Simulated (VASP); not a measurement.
```xyz
2
Lattice="0.0000 2.9788 2.9788 2.9788 0.0000 2.9788 2.9788 2.9788 0.0000" Properties=species:S:1:pos:R:3 pbc="T T T"
Pb     0.0000     0.0000     0.0000
S      2.9788     2.9788     2.9788
```

All values below come from PBEsol GGA, VASP's PBE PAW potentials (set 64) (plane waves; VASP 6.6.1). Numerical set-up: 520 eV cut-off, 8×8×8 Γ-centred mesh, Gaussian smearing of 0.050 eV, potentials Pb_d S.

### Question
Give the stress tensor in GPa (positive for a compressed cell).

### Answer

```
-1.61   0.00   0.00
 0.00  -1.61   0.00
 0.00   0.00  -1.61
```
The pressure is its mean diagonal, -1.61 GPa.

The compound is PbS in the rock salt structure. This cell is one point of a volume scan, at 1.03 of the reference volume.
